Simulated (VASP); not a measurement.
Computed with AM05 GGA, VASP's PBE PAW potentials (set 64) (plane waves; VASP).

The input files of a VASP run:

### INCAR
```
SYSTEM = Gd
PREC = Accurate; ENCUT = 520; LREAL = .FALSE.
LASPH = .TRUE.
EDIFF = 1E-7; NELM = 100; ALGO = Normal
LMAXMIX = 6
ISMEAR = -5
GGA = AM
ISIF = 2
LWAVE = .FALSE.; LCHARG = .TRUE.; LORBIT = 11
NEDOS = 601
```

**KPOINTS**
```
Regular mesh
0
gamma
13 13 7
0 0 0
```

### POSCAR
```
Gd
5.6307710
  0.3185938826  -0.5518207546   0.0000000000
  0.3185938826   0.5518207546   0.0000000000
  0.0000000000   0.0000000000   0.9999999254
Gd
2
Direct
  0.3333330000   0.6666670000   0.2500000000
  0.6666670000   0.3333330000   0.7500000000
```

POTCAR, in this order: Gd_3 (PBE.64 set). Program: vasp_std.

The 4f electrons are frozen in the core of the lanthanide potential, so 4f levels, which can set the real gap, and their magnetism are missing.

Q: What does the run give for the energy per atom (σ→0), band gap (on the k-mesh)?

A: 
- energy per atom (σ→0): -4788 meV/atom
- band gap (on the k-mesh): none (metal, semimetal or under 0.01 eV)

### OSZICAR
```
...
DAV:   6    -0.957148186870E+01    0.46148E-02   -0.22765E-02  2419   0.119E+00    0.139E+01
DAV:   7    -0.957572282173E+01   -0.42410E-02   -0.41117E-02  2334   0.159E+00    0.205E-01
DAV:   8    -0.957528287307E+01    0.43995E-03   -0.22246E-03  2559   0.361E-01    0.563E-02
DAV:   9    -0.957527573862E+01    0.71345E-05   -0.22819E-04  2765   0.113E-01    0.339E-02
DAV:  10    -0.957527328694E+01    0.24517E-05   -0.25544E-05  2656   0.362E-02    0.331E-02
DAV:  11    -0.957527371504E+01   -0.42811E-06   -0.40034E-06  2519   0.155E-02    0.183E-03
DAV:  12    -0.957527373104E+01   -0.15998E-07   -0.25906E-07  2590   0.376E-03
   1 F= -.95752737E+01 E0= -.95752737E+01  d E =0.000000E+00
```

The compound is Gd in the hcp structure. It was relaxed first.
